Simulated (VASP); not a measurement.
Energy against volume of ZrB₂ (AlB2 type). Calculation: PBE GGA, VASP's PBE PAW potentials (set 64) (plane waves; VASP 6.6.1). Numerical set-up: 520 eV cut-off, 11×11×9 Γ-centred mesh, first-order Methfessel-Paxton smearing of 0.10 eV, potentials Zr_sv B.

Shape and ions are relaxed at each volume.

| V (Å³/atom) | E (eV/atom) |
|---|---|
| 9.976 | -8.31962 |
| 10.284 | -8.32725 |
| 10.593 | -8.32105 |
| 10.901 | -8.30293 |

Problem. Fit these four points and predict the energy of the run at 9.667 Å³/atom.

Solution. A cubic in V^(−2/3), the third-order Birch-Murnaghan form, passes through the four points with V0 = 10.29 Å³/atom and B0 = 238 GPa, and gives -8.2960 eV/atom there. The run gave -8.2960 eV/atom, -0.0 meV/atom from the fit; all five points give B0 = 238 GPa.

The compound is ZrB2 in the AlB2 type structure. It was relaxed first.
